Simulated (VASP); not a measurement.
# BaSr (Cmmm) in VASP: single point with LDA

Aim: the single point of BaSr with LDA.

All numbers are computed with VASP 6.6.1; they aren't measurements. Logs are shortened: lines on timing, memory, paths and dates and some standing lists are left out, and cuts for length are marked.

## Step 1: Starting point

Symmetry: Cmmm, No. 65, orthorhombic system. Conventional cell: a = 5.017 Å, b = 6.931 Å, c = 6.921 Å, α = 90.00°, β = 90.00°, γ = 90.00°. Around Ba (site symmetry mmm) lie 4 Sr at 4.27 Å and 4 Ba at 4.28 Å. Sr (site symmetry mmm) has 4 Ba at 4.27 Å and 4 Sr at 4.28 Å as nearest neighbours.

The cell comes from a database or a generator and needn't be the stable form of this composition.

## Step 2: Single point, LDA

Contents of INCAR:

```
SYSTEM = BaSr
ALGO = Fast
EDIFF = 1E-6
ENCUT = 520
ISIF = 2
ISMEAR = 0
LASPH = .TRUE.
LCHARG = .TRUE.
LELF = .TRUE.
LREAL = .FALSE.
LVHAR = .TRUE.
LWAVE = .FALSE.
NBANDS = 17
NELM = 100
PREC = Accurate
SIGMA = 0.1
```

Contents of KPOINTS:

```
k-points
0
G
  4 4 4
  0 0 0
```

Contents of POSCAR:

```
BaSr
1.0
    2.5086023700     -3.4657214600      0.0000000000
    2.5086023700      3.4657214600      0.0000000000
    0.0000000000      0.0000000000      6.9208264000
Ba Sr
1 1
Direct
    0.0000000000      0.0000000000      0.0000000000
    0.5000000000      0.5000000000      0.5000000000
```

Potentials or basis: VASP PAW LDA potentials, release 64 (Ba_sv, Sr_sv).

On the command line:

```
cat potpaw_LDA.64/Ba_sv/POTCAR potpaw_LDA.64/Sr_sv/POTCAR > POTCAR
mpirun -np 1 vasp_std > vasp.out
```

OUTCAR:

```text
SYSTEM = BaSr
   EDIFF = 1E-6
   ENCUT = 520
   ISIF = 2
   ISMEAR = 0
   LASPH = .TRUE.
   LREAL = .FALSE.
   NELM = 100
   PREC = Accurate

 ion  position               nearest neighbor table
   1  0.000  0.000  0.000-   2 4.27   2 4.27   2 4.27   2 4.27   2 4.90   2 4.90   2 4.90   2 4.90

   2  0.500  0.500  0.500-   1 4.27   1 4.27   1 4.27   1 4.27   1 4.90   1 4.90   1 4.90   1 4.90

  LATTYP: Found a base centered orthorhombic cell.
 ALAT       =     5.0172047400
 B/A-ratio  =     1.3815347946
 C/A-ratio  =     1.3794187717

  Lattice vectors:

 A1 = (   2.5086023700,  -3.4657214600,   0.0000000000)
 A2 = (   2.5086023700,   3.4657214600,   0.0000000000)
 A3 = (   0.0000000000,   0.0000000000,   6.9208264000)

Analysis of symmetry for initial positions (statically):
=====================================================================
 Subroutine PRICEL returns:
 Original cell was already a primitive cell.

 Routine SETGRP: Setting up the symmetry group for a
 base centered orthorhombic supercell.

 Subroutine GETGRP returns: Found  8 space group operations
 (whereof  8 operations were pure point group operations)
 out of a pool of  8 trial point group operations.

The static configuration has the point symmetry D_2h.

Analysis of symmetry for dynamics (positions and initial velocities):
=====================================================================
 Subroutine PRICEL returns:
 Original cell was already a primitive cell.

 Routine SETGRP: Setting up the symmetry group for a
 base centered orthorhombic supercell.

 Subroutine GETGRP returns: Found  8 space group operations
 (whereof  8 operations were pure point group operations)
 out of a pool of  8 trial point group operations.

The dynamic configuration has the point symmetry D_2h.

 Subroutine INISYM returns: Found  8 space group operations
 (whereof  8 operations are pure point group operations),
 and found     1 'primitive' translations

----------------------------------------------------------------------------------------

                                     Primitive cell

  volume of cell :     120.3409

  direct lattice vectors                    reciprocal lattice vectors
     2.508602370 -3.465721460  0.000000000     0.199314170 -0.144270105  0.000000000
     2.508602370  3.465721460  0.000000000     0.199314170  0.144270105  0.000000000
     0.000000000  0.000000000  6.920826400     0.000000000  0.000000000  0.144491415

  length of vectors
     4.278353783  4.278353783  6.920826400     0.246048779  0.246048779  0.144491415

  position of ions in fractional coordinates (direct lattice)
     0.000000000  0.000000000  0.000000000
     0.500000000  0.500000000  0.500000000

  ion indices of the primitive-cell ions
   primitive index   ion index
                 1           1
                 2           2

----------------------------------------------------------------------------------------

 KPOINTS: k-points

Automatic generation of k-mesh.
 Grid dimensions read from file:
 generate k-points for:    4    4    4

 Generating k-lattice:

  Cartesian coordinates                     Fractional coordinates (reciprocal lattice)
     0.049828543 -0.036067526  0.000000000     0.250000000  0.000000000  0.000000000
     0.049828543  0.036067526  0.000000000     0.000000000  0.250000000  0.000000000
     0.000000000  0.000000000  0.036122854     0.000000000  0.000000000  0.250000000

  Length of vectors
     0.061512195  0.061512195  0.036122854

  Shift w.r.t. Gamma in fractional coordinates (k-lattice)
     0.000000000  0.000000000  0.000000000

 Subroutine IBZKPT returns following result:
 ===========================================

 Found     21 irreducible k-points:

 Following reciprocal coordinates:
            Coordinates               Weight
  0.000000  0.000000  0.000000      1.000000
  0.250000  0.000000  0.000000      4.000000
  0.500000  0.000000  0.000000      2.000000
  0.250000  0.250000  0.000000      2.000000
  0.500000  0.250000  0.000000      4.000000
 -0.250000  0.250000  0.000000      2.000000
[... 13 lines left out ...]
 -0.250000  0.250000  0.500000      2.000000
  0.500000  0.500000  0.500000      1.000000
   k-points           NKPTS =     21   k-points in BZ     NKDIM =     21   number of bands    NBANDS=     17
   number of dos      NEDOS =    301   number of ions     NIONS =      2
   total plane-waves  NPLWV =  55296
   dimension x,y,z NGX =    32 NGY =   32 NGZ =   54
   dimension x,y,z NGXF=    64 NGYF=   64 NGZF=  108
   ions per type =               1   1
   NGX,Y,Z   is equivalent  to a cutoff of  12.43, 12.43, 12.97 a.u.
   NGXF,Y,Z  is equivalent  to a cutoff of  24.87, 24.87, 25.94 a.u.
 SYSTEM =  BaSr
   PREC   = accura    normal or accurate (medium, high low for compatibility)
   ISTART =      0    job   : 0-new  1-cont  2-samecut
   ICHARG =      2    charge: 1-file 2-atom 10-const
   ISPIN  =      1    spin polarized calculation?
   LNONCOLLINEAR =      F non collinear calculations
   LSORBIT =      F    spin-orbit coupling
   LASPH  =      T    aspherical Exc in radial PAW
   ENCUT  =  520.0 eV  38.22 Ry    6.18 a.u.   7.95  7.95 12.87*2*pi/ulx,y,z
   NELM   =    100;   NELMIN=  2; NELMDL= -5     # of ELM steps
   EDIFF  = 0.1E-05   stopping-criterion for ELM
   LREAL  =      F    real-space projection
   EDIFFG = 0.1E-04   stopping-criterion for IOM
   NSW    =      0    number of steps for IOM
   IBRION =     -1    ionic relax: 0-MD 1-quasi-New 2-CG
   NFREE  =      0    steps in history (QN), initial steepest desc. (CG)
   ISIF   =      2    stress and relaxation
   ISYM   =      2    0-nonsym 1-usesym 2-fastsym
   POTIM  = 0.5000    time-step for ionic-motion
   TEBEG  =    0.0;   TEEND  =   0.0 temperature during run
   PSTRESS=    0.0 pullay stress
   NELECT =      20.0000    total number of electrons
   NUPDOWN=      -1.0000    fix difference up-down
   EMIN   =  10.00;   EMAX   =-10.00  energy-range for DOS
   EFERMI =   0.00;   METHOD = LEGACY
   ISMEAR =     0;   SIGMA  =   0.10  broadening in eV -4-tet -1-fermi 0-gaus
   EFERMI_NEDOS =   21; number of points for ismear=-14 and -15
   IALGO  =     68    algorithm
   IMIX   =      4    mixing-type and parameters
     AMIX     =   0.40;   BMIX     =  1.00
     AMIX_MAG =   1.60;   BMIX_MAG =  1.00
  volume/ion in A,a.u.               =      60.17       406.05
  Fermi-wavevector in a.u.,A,eV,Ry     =   0.900078  1.700902 11.022640  0.810141
  Thomas-Fermi vector in A             =   2.022992
   LORBIT       =      0    0 simple, 1 ext, 2 COOP (PROOUT), +10 PAW based schemes
   GGA     = CA    functional components
   LHFCALC =     F    Hartree Fock is set to
   AEXX    =    0.0000 exact exchange contribution
   IVDW    =     0    specifies the selected vdW correction
   LEPSILON=     F    determine dielectric tensor
   LRPA    =     F    only Hartree local field effects (RPA)
 non-spin polarized calculation
 RMM-DIIS sequential band-by-band and
 Gauss-broadening in eV      SIGMA  =   0.10
  energy-cutoff  :      520.00
  volume of cell :      120.34
 maximum number of plane-waves:      3258
   NGX = 15   NGY = 15   NGZ = 25

 number of electron      19.9999998 magnetization

 Free energy of the ion-electron system (eV)
  ---------------------------------------------------
  ext. energy  EPLUGINS =         0.00000000
  ---------------------------------------------------
  free energy    TOTEN  =        -4.04786549 eV

  energy without entropy =       -4.03426206  energy(sigma->0) =       -4.04106377

 E-fermi :   1.3450     XC(G=0):  -7.5256

 val. band max:        1.3407129420   @ k =   0.2500   0.2500   0.2500
 cond. band min:       1.3901722742   @ k =   0.5000   0.2500   0.0000
 fundamental gap:      0.0494593323
 Fermi energy:         1.3449857659

 k-point     1 :       0.0000    0.0000    0.0000
  band No.  band energies     occupation
      1     -35.1493      2.00000
      2     -27.4775      2.00000
      3     -17.2384      2.00000
      4     -17.1815      2.00000
      5     -17.1476      2.00000
      6     -12.6871      2.00000
[... 9 lines left out ...]
     16       4.6149      0.00000
     17       4.6694      0.00000

 k-point     2 :       0.2500    0.0000    0.0000
  band No.  band energies     occupation
      1     -35.1468      2.00000
      2     -27.4645      2.00000
      3     -17.2312      2.00000
      4     -17.2212      2.00000
      5     -17.1620      2.00000
      6     -12.6888      2.00000
[... 9 lines left out ...]
     16       4.1858      0.00000
     17       4.6235      0.00000

 k-point     3 :       0.5000    0.0000    0.0000
  band No.  band energies     occupation
      1     -35.1443      2.00000
      2     -27.4515      2.00000
      3     -17.2716      2.00000
      4     -17.2241      2.00000
      5     -17.1647      2.00000
      6     -12.8758      2.00000
[... 9 lines left out ...]
     16       4.6417      0.00000
     17       4.8843      0.00000

 k-point     4 :       0.2500    0.2500    0.0000
  band No.  band energies     occupation
      1     -35.1443      2.00000
      2     -27.4515      2.00000
      3     -17.2278      2.00000
      4     -17.2242      2.00000
      5     -17.2092      2.00000
      6     -12.7040      2.00000
[... 9 lines left out ...]
     16       4.2853      0.00000
     17       4.5630      0.00000

 k-point     5 :       0.5000    0.2500    0.0000
  band No.  band energies     occupation
      1     -35.1422      2.00000
      2     -27.4413      2.00000
      3     -17.2634      2.00000
      4     -17.2202      2.00000
      5     -17.2104      2.00000
      6     -12.8482      2.00000
[... 9 lines left out ...]
     16       4.5632      0.00000
     17       5.0946      0.00000

 k-point     6 :      -0.2500    0.2500    0.0000
  band No.  band energies     occupation
      1     -35.1447      2.00000
      2     -27.4544      2.00000
      3     -17.2273      2.00000
      4     -17.2111      2.00000
      5     -17.2097      2.00000
      6     -12.6818      2.00000
[... 9 lines left out ...]
     16       4.3637      0.00000
     17       4.6059      0.00000

 k-point     7 :       0.5000    0.5000    0.0000
  band No.  band energies     occupation
      1     -35.1401      2.00000
      2     -27.4311      2.00000
      3     -17.2730      2.00000
      4     -17.2375      2.00000
      5     -17.2163      2.00000
      6     -12.8955      2.00000
[... 9 lines left out ...]
     16       5.2224      0.00000
     17       5.2748      0.00000

 k-point     8 :       0.0000    0.0000    0.2500
  band No.  band energies     occupation
      1     -35.1492      2.00000
      2     -27.4775      2.00000
      3     -17.2371      2.00000
      4     -17.1814      2.00000
      5     -17.1476      2.00000
      6     -12.6930      2.00000
[... 9 lines left out ...]
     16       4.5101      0.00000
     17       4.6214      0.00000
[... 143 lines left out ...]
      1     -35.1468      2.00000
      2     -27.4645      2.00000
      3     -17.2306      2.00000
      4     -17.2217      2.00000
      5     -17.1620      2.00000
      6     -12.6868      2.00000
[... 9 lines left out ...]
     16       4.3646      0.00000
     17       5.1607      0.00000

 k-point    17 :       0.5000    0.0000    0.5000
  band No.  band energies     occupation
      1     -35.1443      2.00000
      2     -27.4514      2.00000
      3     -17.2727      2.00000
      4     -17.2255      2.00000
      5     -17.1649      2.00000
      6     -12.8716      2.00000
[... 9 lines left out ...]
     16       4.5785      0.00000
     17       5.1867      0.00000

 k-point    18 :       0.2500    0.2500    0.5000
  band No.  band energies     occupation
      1     -35.1443      2.00000
      2     -27.4515      2.00000
      3     -17.2291      2.00000
      4     -17.2254      2.00000
      5     -17.2091      2.00000
      6     -12.6991      2.00000
[... 9 lines left out ...]
     16       4.5939      0.00000
     17       4.8854      0.00000

 k-point    19 :       0.5000    0.2500    0.5000
  band No.  band energies     occupation
      1     -35.1422      2.00000
      2     -27.4413      2.00000
      3     -17.2638      2.00000
      4     -17.2204      2.00000
      5     -17.2105      2.00000
      6     -12.8472      2.00000
[... 9 lines left out ...]
     16       3.9488      0.00000
     17       4.8793      0.00000

 k-point    20 :      -0.2500    0.2500    0.5000
  band No.  band energies     occupation
      1     -35.1447      2.00000
      2     -27.4544      2.00000
      3     -17.2256      2.00000
      4     -17.2111      2.00000
      5     -17.2094      2.00000
      6     -12.6814      2.00000
[... 9 lines left out ...]
     16       3.5055      0.00000
     17       4.3799      0.00000

 k-point    21 :       0.5000    0.5000    0.5000
  band No.  band energies     occupation
      1     -35.1401      2.00000
      2     -27.4311      2.00000
      3     -17.2728      2.00000
      4     -17.2372      2.00000
      5     -17.2153      2.00000
      6     -12.8963      2.00000
[... 9 lines left out ...]
     16       3.4205      0.00000
     17       5.1302      0.00000

------------------------ aborting loop because EDIFF is reached ----------------------------------------

  FORCE on cell =-STRESS in cart. coord.  units (eV):
  Direction    XX          YY          ZZ          XY          YZ          ZX
  --------------------------------------------------------------------------------------
  -------------------------------------------------------------------------------------
  Total       -1.0759318     -1.0648995     -1.2096775      0.0000000      0.0000000      0.0000000
  in kB      -14.3245803    -14.1776998    -16.1052228      0.0000000      0.0000000      0.0000000
  external PRESSURE =     -14.8691676 kB  Pullay stress =       0.0000000 kB

 VOLUME and BASIS-vectors are now :
 -----------------------------------------------------------------------------
  energy-cutoff  :      520.00
  volume of cell :      120.34
      direct lattice vectors                 reciprocal lattice vectors
     2.508602370 -3.465721460  0.000000000     0.199314170 -0.144270105  0.000000000
     2.508602370  3.465721460  0.000000000     0.199314170  0.144270105  0.000000000
     0.000000000  0.000000000  6.920826400     0.000000000  0.000000000  0.144491415

 POSITION                                       TOTAL-FORCE (eV/Angst)
 -----------------------------------------------------------------------------------
      0.00000      0.00000      0.00000        -0.000000      0.000000      0.000000
      2.50860      0.00000      3.46041         0.000000     -0.000000      0.000000
 -----------------------------------------------------------------------------------
    total drift:                                0.000000      0.000000     -0.000000

  FREE ENERGIE OF THE ION-ELECTRON SYSTEM (eV)
  ---------------------------------------------------
  free  energy   TOTEN  =        -4.0478654896 eV

  energy  without entropy=       -4.0342620578  energy(sigma->0) =       -4.04106377
```

Run time: 40 s. Hardware: 1 thread of Intel Xeon Platinum 8559C (Emerald Rapids), shared host; peak memory 0.21 GiB.

Results:

```yaml
Free_energy: -4.0479 eV
Pressure: -1.5 GPa
Band_gap_on_the_k_mesh: none (metal or under the smearing width)
```

Stress tensor (GPa, compression positive):
```
-1.43  0.00  0.00
 0.00 -1.42  0.00
 0.00  0.00 -1.61
```

Levels at points of the mesh, in eV from the Fermi level:
| k point | band 7 | band 8 | band 9 | band 10 | band 11 | band 12 | band 13 | band 14 |
| --- | --- | --- | --- | --- | --- | --- | --- | --- |
| (0.00, 0.00, 0.00) | -13.86 | -13.80 | -3.18 | -0.90 | 0.72 | 0.84 | 1.95 | 2.02 |
| (0.50, 0.00, 0.00) | -13.99 | -13.84 | -0.81 | -0.68 | 0.16 | 0.55 | 0.93 | 1.27 |
| (0.50, 0.50, 0.00) | -14.06 | -13.95 | -0.99 | -0.30 | -0.29 | 0.75 | 0.79 | 3.32 |
| (0.00, 0.00, 0.50) | -13.86 | -13.80 | -2.29 | -1.99 | 0.99 | 1.03 | 1.57 | 1.57 |
| (0.50, 0.00, 0.50) | -13.99 | -13.83 | -1.20 | -0.74 | 0.49 | 0.80 | 1.04 | 1.11 |
| (0.50, 0.50, 0.50) | -14.06 | -13.96 | -0.43 | -0.21 | 0.12 | 0.61 | 1.48 | 1.79 |

Caveat: the k mesh is coarse (spacing up to 0.39 Å⁻¹), so the values aren't converged. Spin-orbit coupling is left out, which matters for the levels of Ba.
